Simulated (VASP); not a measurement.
Data:

```
CELL_PARAMETERS angstrom
     -2.03279     2.03279     2.03279
      2.03279    -2.03279     2.03279
      2.03279     2.03279    -2.03279
ATOMIC_POSITIONS crystal
  Pm 0.00000 0.00000 0.00000
```

All values below come from PBEsol GGA, VASP's PBE PAW potentials (set 64) (plane waves; VASP). Run with 400 eV cut-off, 11×11×11 Γ-centred mesh, first-order Methfessel-Paxton smearing of 0.10 eV, potentials Pm_3.

The 4f electrons are frozen in the core of the lanthanide potential, so 4f levels, which can set the real gap, and their magnetism are missing. Energy and stress use the plane-wave basis of the starting cell.

Task: The ions, cell shape and volume are relaxed. Which structure does the run end with?

Result: 
```
CELL_PARAMETERS angstrom
     -2.00975     2.00975     2.00975
      2.00975    -2.00975     2.00975
      2.00975     2.00975    -2.00975
ATOMIC_POSITIONS crystal
  Pm 0.00000 0.00000 0.00000
```
Space group Im-3m (229), at a tolerance of 0.03 Å.

Task: How do energy and volume change from the first to the last step?

Result: The energy (σ→0) changes by -5.1 meV/atom and the volume by -3.4 %, in 4 ionic steps.

The structure was generated: Pm was put into the bcc type (Im-3m), which need not be its known phase. This run relaxes it. Symmetry was kept, so distortions that lower it aren't found.
